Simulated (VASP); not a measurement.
# Ir: Ir into a neighbouring Ir vacancy, part 2 of 4

How hard is this move in Ir: Ir into a neighbouring Ir vacancy? Both ends are relaxed first, then a band of images between them.

VASP 6.6.1; PBEsol; plane waves and PAW (Ir).

So far. Step 2 (Relax the host): The run ended after 3 ionic steps, 0.001 eV below its first step, once forces and stress met EDIFFG = -0.02.

**3. Relax the start**

System of this step: Ir. The cell holds 31 atoms: 31 Ir. Its edges and angles: a = 7.665 Å, b = 7.665 Å, c = 7.665 Å, α = 90.0°, β = 90.0°, γ = 90.0°. It derives from Ir. Nearest the centre at fractional (0.625, 0.125, 0.000): Ir1 at 1.37 Å, Ir2 at 2.34 Å, Ir12 at 2.35 Å, Ir8 at 2.38 Å, Ir23 at 2.38 Å, Ir3 at 3.02 Å, Ir4 at 3.02 Å, Ir5 at 3.03 Å.

A path needs two true minima; the start is relaxed with symmetry off.

INCAR reads:

```
SYSTEM = Ir
PREC = Normal
ENCUT = 280
EDIFF = 1E-05
NELM = 120
ISMEAR = 1
SIGMA = 0.15
LREAL = Auto
ALGO = Fast
GGA = PS
NBANDS = 162
LASPH = .TRUE.
LORBIT = 11
LWAVE = .FALSE.
LCHARG = .FALSE.
KPAR = 6
IBRION = 2
NSW = 60
ISIF = 2
EDIFFG = -0.05
POTIM = 0.4
MAXMIX = 40
ISYM = 0
```

POSCAR reads:

```
Ir
1.0
    7.6648194896      0.0000000000      0.0000000000
    0.0000000000      7.6648194896      0.0000000000
    0.0000000000      0.0000000000      7.6648194896
Ir
31
Direct
    0.7509017412      0.2521438682      0.0008622175
    0.7465996401      0.0023623671      0.2511647360
   -0.0014010851      0.0015163256      0.0009512876
    0.2507674871      0.2500741628      0.0014265515
    0.4980783524      0.4995749151     -0.0012580057
    0.7515625840      0.7501036479     -0.0007631145
    0.2479597472     -0.0006710980      0.2500212456
    0.4992808626      0.2533766322      0.2526268703
    0.7429256978      0.4950709518      0.2495439629
    0.4988983683      0.0005574639      0.5005670634
    0.7555261282      0.2470983772      0.4990147061
    0.7553302537      0.0016874579      0.7517301474
   -0.0013412093      0.4956996374      0.0004369698
    0.2502844531      0.7467974404     -0.0017827600
   -0.0001879853      0.2475348366      0.2497435818
    0.2502491462      0.5000928560      0.2486789209
    0.5015492813      0.7523253436      0.2508371973
   -0.0021350280      0.0019091181      0.4986915804
    0.2522940152      0.2472033590      0.5023861415
    0.4999476479      0.4967416091      0.4991809345
    0.7501411704      0.7507118011      0.4974371526
    0.2471105046      0.0005207808      0.7487820989
    0.5006145105      0.2519818328      0.7456977790
    0.7506637811      0.5031955011      0.7492236560
   -0.0021156782      0.7519628481      0.2506613242
    0.0023376495      0.4990992202      0.4961334555
    0.2497129462      0.7488366898      0.5020230713
    0.0005052509      0.2457445854      0.7468814319
    0.2523060922      0.5017737274      0.7483293974
    0.4999972633      0.7511626459      0.7512222188
    0.0022864001      0.7506692542      0.7497525621
```

KPOINTS reads:

```
Automatic mesh
0
Monkhorst-Pack
3 3 3
0 0 0
```

The projector-augmented-wave data sets are Ir (PBE family, release 64).

Run with:

```console
$ mpirun -np 6 vasp_std
```

What it wrote:

```text
[banner, memory and clock lines left out]
running    6 mpi-ranks, on    1 nodes
 distrk:  each k-point on    1 cores,    6 groups
 distr:  one band on    1 cores,    1 groups

 POSCAR found type information on POSCAR Ir
 POSCAR found :  1 types and      31 ions
 [... a notice as in an earlier step ...]

 [... a notice as in an earlier step ...]

 LDA part: xc-table for (Slater+PW92), standard interpolation
 POSCAR, INCAR and KPOINTS ok, starting setup
 FFT: planning ... GRIDC
 FFT: planning ... GRID_SOFT
 FFT: planning ... GRID
 WAVECAR not read
 entering main loop
       N       E                     dE             d eps       ncg     rms          rms(c)
DAV:   1     0.210062358592E+04    0.21006E+04   -0.84130E+04  4536   0.105E+03
DAV:   2    -0.135018588925E+03   -0.22356E+04   -0.21731E+04  4548   0.443E+02
DAV:   3    -0.309330546627E+03   -0.17431E+03   -0.16063E+03  6478   0.104E+02
DAV:   4    -0.322108256130E+03   -0.12778E+02   -0.12375E+02  6416   0.276E+01
DAV:   5    -0.322651391148E+03   -0.54314E+00   -0.52988E+00  6488   0.434E+00    0.844E+01
RMM:   6    -0.305282246408E+03    0.17369E+02   -0.29249E+01  4536   0.218E+01    0.330E+01
RMM:   7    -0.303177403546E+03    0.21048E+01   -0.28449E+01  4616   0.142E+01    0.115E+01
RMM:   8    -0.302911281620E+03    0.26612E+00   -0.86177E+00  5082   0.828E+00    0.808E+00
RMM:   9    -0.303017222850E+03   -0.10594E+00   -0.22628E+00  5781   0.268E+00    0.507E+00
RMM:  10    -0.302927705501E+03    0.89517E-01   -0.50707E-01  4735   0.253E+00    0.447E+00
RMM:  11    -0.302861928445E+03    0.65777E-01   -0.46717E-01  4595   0.241E+00    0.350E+00
RMM:  12    -0.302852594199E+03    0.93342E-02   -0.15248E-01  5194   0.921E-01    0.203E+00
RMM:  13    -0.302851948825E+03    0.64537E-03   -0.51941E-02  6410   0.358E-01    0.152E+00
RMM:  14    -0.302851104935E+03    0.84389E-03   -0.91211E-03  5911   0.142E-01    0.127E+00
RMM:  15    -0.302848111835E+03    0.29931E-02   -0.10013E-02  5309   0.301E-01    0.444E-01
RMM:  16    -0.302848146327E+03   -0.34492E-04   -0.46249E-03  5379   0.125E-01    0.161E-01
RMM:  17    -0.302848215804E+03   -0.69477E-04   -0.12505E-03  6305   0.608E-02    0.129E-01
RMM:  18    -0.302848215435E+03    0.36927E-06   -0.20562E-04  5139   0.197E-02    0.119E-01
RMM:  19    -0.302848167681E+03    0.47754E-04   -0.63943E-05  4095   0.193E-02    0.886E-02
RMM:  20    -0.302848111818E+03    0.55863E-04   -0.32225E-04  6009   0.368E-02    0.344E-02
RMM:  21    -0.302848109130E+03    0.26883E-05   -0.20422E-05  2769   0.123E-02
   1 F= -.30284811E+03 E0= -.30284970E+03  d E =-.302848E+03
 curvature:   0.00 expect dE= 0.000E+00 dE for cont linesearch  0.000E+00
 trial: gam= 0.00000 g(F)=  0.416E+00 g(S)=  0.000E+00 ort = 0.000E+00 (trialstep = 0.100E+01)
 search vector abs. value=  0.416E+00
 bond charge predicted
       N       E                     dE             d eps       ncg     rms          rms(c)
DAV:   1    -0.302977427420E+03   -0.12932E+00   -0.67921E+01  4576   0.171E+01    0.124E+00
RMM:   2    -0.303068352211E+03   -0.90925E-01   -0.10032E+00  4536   0.431E+00    0.160E+00
RMM:   3    -0.303092892624E+03   -0.24540E-01   -0.35909E-01  5846   0.157E+00    0.105E+00
RMM:   4    -0.303094298394E+03   -0.14058E-02   -0.77211E-02  6080   0.552E-01    0.106E+00
RMM:   5    -0.303091757925E+03    0.25405E-02   -0.14277E-02  5657   0.201E-01    0.965E-01
RMM:   6    -0.303088251009E+03    0.35069E-02   -0.35722E-02  6423   0.417E-01    0.605E-01
RMM:   7    -0.303090989964E+03   -0.27390E-02   -0.14589E-02  5238   0.335E-01    0.471E-01
RMM:   8    -0.303089196206E+03    0.17938E-02   -0.29672E-03  4805   0.188E-01    0.448E-01
RMM:   9    -0.303087867332E+03    0.13289E-02   -0.19034E-03  4951   0.959E-02    0.398E-01
RMM:  10    -0.303087169082E+03    0.69825E-03   -0.13045E-03  5020   0.729E-02    0.367E-01
RMM:  11    -0.303086984926E+03    0.18416E-03   -0.59440E-04  5597   0.466E-02    0.339E-01
RMM:  12    -0.303086815977E+03    0.16895E-03   -0.24863E-04  5090   0.418E-02    0.285E-01
RMM:  13    -0.303086632566E+03    0.18341E-03   -0.77337E-04  6475   0.566E-02    0.161E-01
RMM:  14    -0.303086609573E+03    0.22993E-04   -0.12927E-04  4928   0.254E-02    0.102E-01
RMM:  15    -0.303086598814E+03    0.10759E-04   -0.51410E-05  3990   0.216E-02    0.548E-02
RMM:  16    -0.303086596343E+03    0.24703E-05   -0.23085E-05  2602   0.116E-02
   2 F= -.30308660E+03 E0= -.30308827E+03  d E =-.238487E+00
[...]
3 F= -.30309323E+03 E0= -.30309510E+03  d E =-.245118E+00
[...]
4 F= -.30310754E+03 E0= -.30310946E+03  d E =-.143170E-01
[...]
5 F= -.30310938E+03 E0= -.30311134E+03  d E =-.161531E-01
[...]
6 F= -.30310941E+03 E0= -.30311137E+03  d E =-.161804E-01
 curvature:  -0.85 expect dE=-0.208E-02 dE for cont linesearch -0.520E-05
 trial: gam= 0.14121 g(F)=  0.244E-02 g(S)=  0.000E+00 ort =-0.363E-03 (trialstep = 0.115E+01)
 search vector abs. value=  0.276E-02
 bond charge predicted
       N       E                     dE             d eps       ncg     rms          rms(c)
DAV:   1    -0.303110480189E+03   -0.10779E-02   -0.57385E-01  4608   0.156E+00    0.702E-02
RMM:   2    -0.303111069256E+03   -0.58907E-03   -0.62294E-03  4538   0.328E-01    0.110E-01
RMM:   3    -0.303111271498E+03   -0.20224E-03   -0.22215E-03  5304   0.117E-01    0.757E-02
RMM:   4    -0.303111307502E+03   -0.36004E-04   -0.57641E-04  6611   0.515E-02    0.786E-02
RMM:   5    -0.303111315322E+03   -0.78194E-05   -0.65702E-05  3593   0.128E-02
   7 F= -.30311132E+03 E0= -.30311324E+03  d E =-.190806E-02
 trial-energy change:   -0.001908  1 .order   -0.001889   -0.002734   -0.001043
 step:   1.8529(harm=  1.8529)  dis= 0.00573  next Energy=  -303.111618 (dE=-0.221E-02)
 reached required accuracy - stopping structural energy minimisation
```

It took 9.4 min on 6 MPI ranks of Intel Xeon Platinum 8375C at 2.90GHz (Ice Lake), shared host; peak memory 2.3 GiB.

Parts of OUTCAR (step 3):

```text
 Found     14 irreducible k-points:

   k-points           NKPTS =     14   k-points in BZ     NKDIM =     14   number of bands    NBANDS=    162

   dimension x,y,z NGX =    32 NGY =   32 NGZ =   32
   dimension x,y,z NGXF=    64 NGYF=   64 NGZF=   64

   ENCUT  =  280.0 eV  20.58 Ry    4.54 a.u.  10.46 10.46 10.46*2*pi/ulx,y,z

   NELECT =     279.0000    total number of electrons

 E-fermi :   9.7519

 k-point     1 :       0.0000    0.0000    0.0000
  band No.  band energies     occupation
    ...
    139       9.2913      2.00013
    140       9.5931      2.06041
    141       9.6919      1.62080
    142       9.6921      1.61875
    143       9.6927      1.61401
    144      10.0689     -0.01090
    145      10.0703     -0.01054
    146      10.0713     -0.01031
    147      10.4106     -0.00000
    148      10.4109     -0.00000
    ...

 k-point     2 :       0.3333    0.0000    0.0000
  band No.  band energies     occupation
    ...
    138       9.3733      2.00208
    139       9.3742      2.00214
    140       9.4870      2.03154
    141       9.7533      0.98467
    142       9.7593      0.91695
    143       9.9262     -0.06959
    144       9.9268     -0.06976
    145      10.0967     -0.00543
    146      10.1095     -0.00383
    147      10.2031     -0.00018
    ...

  Total      -13.6694148    -13.6637165    -13.7184724      0.0319679     -0.0190448     -0.0188561
  in kB      -48.6356483    -48.6153740    -48.8101949      0.1137414     -0.0677612     -0.0670898
  external PRESSURE =     -48.6870724 kB  Pullay stress =       0.0000000 kB

  energy-cutoff  :      280.00
  volume of cell :      450.30
      direct lattice vectors                 reciprocal lattice vectors
     7.664819490  0.000000000  0.000000000     0.130466217  0.000000000  0.000000000
     0.000000000  7.664819490  0.000000000     0.000000000  0.130466217  0.000000000
     0.000000000  0.000000000  7.664819490     0.000000000  0.000000000  0.130466217

 POSITION                                       TOTAL-FORCE (eV/Angst)
 -----------------------------------------------------------------------------------
      5.73944      1.90731      7.66195         0.018496      0.006697     -0.000659
      5.73784      0.00047      1.90366         0.031161     -0.020387      0.028484
      7.66435      7.66464      7.66263         0.008979     -0.010942     -0.000722
      1.92706      1.90550      7.66269        -0.033161      0.019403      0.001801
      3.83255      3.83210      7.66217        -0.001093     -0.004488     -0.000531
      5.74031      5.75582      7.66231         0.012233     -0.002205     -0.000265
      1.92352      7.66296      1.90677         0.002366      0.007317     -0.001677
      3.83168      1.90828      1.90696         0.004316     -0.006632     -0.001149
      5.74740      3.83030      1.91304         0.011372      0.021776      0.003066
      3.83350      7.66457      3.83134        -0.015679     -0.008964     -0.018777
      5.74909      1.91516      3.82959        -0.004849     -0.001657      0.008126
      5.74245      7.66412      5.75458        -0.017273     -0.001400     -0.009140
      0.00053      3.83076      7.66207        -0.002848      0.005209     -0.000579
      1.92221      5.75562      7.66253         0.018174     -0.004030      0.007370
      7.66453      1.91420      1.91258         0.008690      0.004548      0.005966
      1.91611      3.83097      1.91263         0.000781      0.011695      0.008581
      3.83160      5.75641      1.90470         0.006078     -0.004626      0.019256
      7.66480      7.66343      3.82993         0.003374      0.004677     -0.004195
      1.91650      1.91439      3.82985         0.006126      0.006114      0.001377
      3.83299      3.83330      3.82988        -0.003597     -0.016485      0.002873
      5.74783      5.74932      3.82917        -0.000076     -0.010423      0.010442
      1.92536      7.66445      5.75525        -0.011638     -0.005697     -0.014286
      3.83424      1.90796      5.75398        -0.014788     -0.001030     -0.004405
      5.74959      3.83264      5.74595        -0.014630     -0.006013      0.003829
      7.66253      5.74773      1.91356         0.027014      0.007686     -0.001583
      0.00043      3.83102      3.82955        -0.000140      0.007463      0.002569
      1.91750      5.74772      3.83029        -0.006203      0.007700     -0.006253
      0.00124      1.91487      5.74711        -0.008017      0.002109     -0.006660
      1.91853      3.83067      5.74624        -0.017225      0.010142      0.005061
      3.83253      5.75822      5.75740         0.005238     -0.022976     -0.038552
      0.00143      5.74776      5.74612        -0.013179      0.005419      0.000631
 -----------------------------------------------------------------------------------
    total drift:                                0.008755     -0.020842     -0.058414

  FREE ENERGIE OF THE ION-ELECTRON SYSTEM (eV)
  ---------------------------------------------------
  free  energy   TOTEN  =      -303.1113153218 eV

  energy  without entropy=     -303.1171016577  energy(sigma->0) =     -303.11324410

 total charge
# of ion       s       p       d       tot
------------------------------------------
    1        0.673   0.708   6.931   8.312
    2        0.673   0.707   6.931   8.311
    3        0.679   0.756   6.950   8.384
    4        0.673   0.707   6.931   8.311
    5        0.679   0.756   6.950   8.385
    6        0.673   0.708   6.930   8.311
    7        0.673   0.707   6.930   8.310
    8        0.673   0.708   6.931   8.312
    9        0.674   0.740   6.972   8.386
   10        0.679   0.755   6.950   8.384
   11        0.674   0.739   6.971   8.385
   12        0.673   0.708   6.931   8.312
   13        0.670   0.746   6.914   8.330
   14        0.673   0.708   6.931   8.312
   15        0.674   0.739   6.971   8.385
   16        0.674   0.739   6.971   8.384
   17        0.673   0.707   6.930   8.310
   18        0.670   0.746   6.914   8.330
   19        0.674   0.739   6.970   8.384
   20        0.670   0.746   6.914   8.330
   21        0.674   0.739   6.971   8.384
   22        0.673   0.708   6.931   8.311
   23        0.673   0.708   6.931   8.312
   24        0.674   0.739   6.971   8.384
   25        0.674   0.739   6.971   8.384
   26        0.675   0.750   6.966   8.391
   27        0.674   0.739   6.971   8.384
   28        0.674   0.739   6.971   8.385
   29        0.674   0.739   6.971   8.385
   30        0.673   0.707   6.931   8.310
   31        0.674   0.739   6.971   8.384
--------------------------------------------------
tot         20.887  22.616 215.376 258.880

[... 1 part as in an earlier step ...]

[... 7 further parts left out ...]
```

Relaxation path:

| step | energy less that of the first step (eV) | largest force (eV/Å) |
| --- | --- | --- |
| 1 | 0.0000 | 1.1840 |
| 2 | -0.2385 | 0.2544 |
| 3 | -0.2451 | 0.2307 |
| 4 | -0.2594 | 0.0904 |
| 5 | -0.2613 | 0.0983 |
| 6 | -0.2613 | 0.0995 |
| 7 | -0.2632 | 0.0469 |

The atoms that moved most (Å):

| atom | dx | dy | dz | length |
| --- | --- | --- | --- | --- |
| Ir9 | 0.053 | 0.036 | 0.000 | 0.064 |
| Ir12 | -0.047 | -0.014 | -0.007 | 0.049 |
| Ir11 | -0.042 | 0.021 | 0.005 | 0.047 |
| Ir8 | 0.005 | -0.034 | -0.029 | 0.045 |
| Ir23 | -0.003 | -0.023 | 0.038 | 0.045 |
| Ir28 | -0.003 | 0.031 | 0.022 | 0.039 |
| Ir22 | 0.031 | -0.004 | 0.016 | 0.035 |
| Ir14 | 0.004 | 0.032 | 0.011 | 0.034 |

Final coordinates:

```xyz
31
Lattice="7.6648 0.0000 0.0000 0.0000 7.6648 0.0000 0.0000 0.0000 7.6648" Properties=species:S:1:pos:R:3 pbc="T T T"
Ir    5.7394    1.9073   -0.0029
Ir    5.7378    0.0005    1.9037
Ir   -0.0005   -0.0002   -0.0022
Ir    1.9271    1.9055   -0.0021
Ir    3.8325    3.8321   -0.0026
Ir    5.7403    5.7558   -0.0025
Ir    1.9235   -0.0019    1.9068
Ir    3.8317    1.9083    1.9070
Ir    5.7474    3.8303    1.9130
Ir    3.8335   -0.0002    3.8313
Ir    5.7491    1.9152    3.8296
Ir    5.7424   -0.0007    5.7546
Ir    0.0005    3.8308   -0.0028
Ir    1.9222    5.7556   -0.0023
Ir   -0.0003    1.9142    1.9126
Ir    1.9161    3.8310    1.9126
Ir    3.8316    5.7564    1.9047
Ir    0.0000   -0.0014    3.8299
Ir    1.9165    1.9144    3.8299
Ir    3.8330    3.8333    3.8299
Ir    5.7478    5.7493    3.8292
Ir    1.9254   -0.0004    5.7552
Ir    3.8342    1.9080    5.7540
Ir    5.7496    3.8326    5.7459
Ir   -0.0023    5.7477    1.9136
Ir    0.0004    3.8310    3.8295
Ir    1.9175    5.7477    3.8303
Ir    0.0012    1.9149    5.7471
Ir    1.9185    3.8307    5.7462
Ir    3.8325    5.7582    5.7574
Ir    0.0014    5.7478    5.7461
```

Numbers from this step:

| Property | Result |
| --- | --- |
| electronic cycles | 67 |
| electrons | 279 |
| free energy (TOTEN) | -303.1113 eV |
| energy at zero smearing | -303.1132 eV |
| Fermi energy | 9.752 eV |

The run ended after 7 ionic steps, 0.263 eV below its first step, once the forces on the free atoms met EDIFFG = -0.05.

(Continued in part 3 of 4.)

[Lines on the potential files, build, host, timing and source positions are cut from VASP's logs without a mark.]

[Logs are printed without paths, hosts, clocks, repeated set-up lines and the standing remarks that a program may print on its own settings, such as how far it seeks lower states.]

[Hosts, paths, dates, database ids (printed as entryN), source tags and the programs' standing remarks are cut or masked in the printed files.]

[Runs that stopped without an error message from VASP are left out.]
